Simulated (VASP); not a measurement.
Crystal: Ta.

```
Ta
1.0
     5.28100    0.00000    0.00000
     0.00000    5.28100    0.00000
     0.00000    0.00000    5.28100
Ta
8
Direct
  0.00000 0.00000 0.00000
  0.50000 0.50000 0.50000
  0.25000 0.00000 0.50000
  0.75000 0.00000 0.50000
  0.50000 0.75000 0.00000
  0.50000 0.25000 0.00000
  0.00000 0.50000 0.75000
  0.00000 0.50000 0.25000
```

This isn't the form of Ta at room conditions, which is bcc.

* Program: VASP 6.6.1
* Task: relaxation of cell and atoms
* Functional: LDA
* Potentials or basis: VASP PAW LDA potentials, release 64 (Ta_pv)
* Cutoff: 600 eV
* k mesh: 8 × 8 × 8
* Occupations: methfessel-paxton, width 0.1 eV
* Spin: no spin polarisation

At the start: pressure -7.4 GPa; volume 18.41 Å³/atom.

**Question.** Where does the relaxation end?

**Answer.** Over 4 steps the energy falls by 15.8 meV/atom and the volume is 17.74 Å³/atom (-3.6 %); space group Pm-3n (No. 223, to 0.05 Å).

Step by step:
```
step  energy change (eV)  largest force (eV/Å)  pressure (GPa)  volume (Å³)
   1              0.0000                0.0000           -7.38       147.28
   2              0.6349                0.0000           21.79       129.94
   3             -0.1266                0.0000           -0.25       142.09
   4             -0.1268                0.0000           -0.02       141.93
```

Final structure:
```cif
data_structure
_symmetry_space_group_name_H-M 'P 1'
_symmetry_Int_Tables_number 1
_cell_length_a 5.2163
_cell_length_b 5.2163
_cell_length_c 5.2163
_cell_angle_alpha 90.000
_cell_angle_beta 90.000
_cell_angle_gamma 90.000
_cell_volume 141.93
loop_
_atom_site_label
_atom_site_type_symbol
_atom_site_fract_x
_atom_site_fract_y
_atom_site_fract_z
_atom_site_occupancy
Ta1 Ta 0.00000 0.00000 0.00000 1
Ta2 Ta 0.50000 0.50000 0.50000 1
Ta3 Ta 0.25000 0.00000 0.50000 1
Ta4 Ta 0.75000 0.00000 0.50000 1
Ta5 Ta 0.50000 0.75000 0.00000 1
Ta6 Ta 0.50000 0.25000 0.00000 1
Ta7 Ta 0.00000 0.50000 0.75000 1
Ta8 Ta 0.00000 0.50000 0.25000 1
```
